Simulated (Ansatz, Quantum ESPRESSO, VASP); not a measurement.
## Code comparison for HfBe2 (P6/mmm, 3 atoms in the cell)

Self-consistent single point.

```
CELL_PARAMETERS angstrom
      3.77950     0.00000     0.00000
     -1.88975     3.27314     0.00000
      0.00000     0.00000     3.16996
ATOMIC_POSITIONS crystal
  Hf 0.00000 0.00000 0.00000
  Be 0.33333 0.66667 0.50000
  Be 0.66667 0.33333 0.50000
```

Shared settings, as Ansatz (a program for electronic structure) writes them: kpoints.mp_grid.grid = 10 10 10; magnetization.spin_orbit = true; scf.occupations.method = gaussian; scf.occupations.width = 0.05 eV. Potentials and cutoffs stand in the table.

```tsv
code	model	pressure (GPa)	cutoff
VASP	LDA (PZ), spin-orbit coupling, VASP's LDA PAW potentials (set 64)	-5.94	300 eV
Quantum ESPRESSO	LDA (PZ), spin-orbit coupling, PseudoDojo fully relativistic norm-conserving (PBE) pseudopotentials	-5.27	90 Ry
Ansatz	LDA (PW92) with spin-orbit coupling, PAW files made with PBE	-6.51	default
```

The spread over the programs that give each value: pressure within 1.24 GPa.

Ansatz's pressure is given at a fixed set of plane waves, as the other plane-wave codes print theirs; with its correction for the finite basis it is -6.48 GPa. The same LDA comes in different parametrisations, which differ slightly.

VASP's run is marked for a possible Pulay error in its stress at this cutoff; no cutoff test was made.

The starting cell comes from a database of computed structures (which also holds hypothetical and non-ambient phases and stackings), without a prior relaxation at this level.

Left out of this page: Elk and FLEUR (not drawn, or without a comparable value).

Keys are those of Ansatz 0.2.
